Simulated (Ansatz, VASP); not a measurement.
# One calculation of AsP, two programs

```
CELL_PARAMETERS angstrom
1.84263 1.06384 3.32627
-1.84263 1.06384 3.32627
0.00000 -2.12769 3.32627
ATOMIC_POSITIONS crystal
P 0.77252 0.77252 0.77252
As 0.22748 0.22748 0.22748
```

The cell comes from a database or a generator and needn't be the stable form of this composition.

Alike in both runs: task single point; functional LDA; k mesh 6 × 6 × 6; occupations gaussian, width 0.1 eV; no spin polarisation.

|  | VASP | Ansatz |
| --- | --- | --- |
| version | VASP 6.6.1 | Ansatz 0.2.0 |
| potentials or method | VASP PAW LDA potentials, release 64 (P, As) | scalar-relativistic, plane waves, PAW |
| plane-wave cutoff (eV) | 520 | 420 |
| valence electrons in the cell | 10 | 20 |

|  | VASP | Ansatz | Ansatz less VASP |
| --- | --- | --- | --- |
| gap on the k mesh at the Fermi level (eV) | none | none | - |
| pressure (GPa) | -4.8 | -5.0 | -0.19 |
| largest component of the traceless stress (GPa) | 0.50 | 0.55 | +0.043 |
| rms of the force components (eV/Å) | 0.120 | 0.136 | +0.0156 |

Atom by atom the forces differ by 0.016 eV/Å (rms over components). A gap of «none» marks a metal or a gap that the smearing closes. The two sets of potentials don't hold the same shells in valence.
